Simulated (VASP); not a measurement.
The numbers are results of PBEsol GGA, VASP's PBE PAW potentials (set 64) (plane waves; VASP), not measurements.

A VASP calculation is set up with these files.

INCAR:
```
! general
SYSTEM  = CdF2
PREC    = Accurate
ENCUT   = 650   ! plane-wave cut-off (eV)
LREAL   = .False.   ! projection in real space or not
LASPH   = .True.   ! aspherical one-centre terms

! electronic loop
EDIFF   = 1E-7
NELM    = 100
ALGO    = Normal
LMAXMIX = 4   ! l cut-off of mixed one-centre charges

! smearing
ISMEAR  = 0
SIGMA   = 0.05   ! width (eV)

! functional
GGA     = PS

! ions
IBRION  = 6
NSW     = 1
ISIF    = 3
POTIM   = 0.015
NFREE   = 2

! output
LWAVE   = .False.
LCHARG  = .False.
```

**KPOINTS**
```
Automatic mesh
0
G
  6 6 6
```

### POSCAR
```
CdF2
1
   -0.0000000000     2.6992737331     2.6992737331
    2.6992737331    -0.0000000000     2.6992737331
    2.6992737331     2.6992737331     0.0000000000
Cd F
1 2
Direct
  1.0000000000   0.0000000000   0.0000000000
  0.2500000000   0.2500000000   0.2500000000
  0.7500000000   0.7500000000   0.7500000000
```

POTCAR, in this order: Cd F (PBE.64 set). Program: vasp_std.

Output

OUTCAR:
```


 TOTAL ELASTIC MODULI (kBar)
 Direction    XX          YY          ZZ          XY          YZ          ZX
 --------------------------------------------------------------------------------
 XX        1819.6168    721.2074    721.2074      0.0000      0.0000      0.0000
 YY         721.2074   1819.6168    721.2074      0.0000      0.0000      0.0000
 ZZ         721.2074    721.2074   1819.6168      0.0000      0.0000      0.0000
 XY           0.0000      0.0000      0.0000    216.2432     -0.0000     -0.0000
 YZ           0.0000      0.0000      0.0000     -0.0000    216.2432     -0.0000
 ZX           0.0000      0.0000      0.0000     -0.0000     -0.0000    216.2432
 --------------------------------------------------------------------------------
```
(Selected blocks of OUTCAR.)

The compound is CdF2 in the fluorite structure. It was relaxed first.
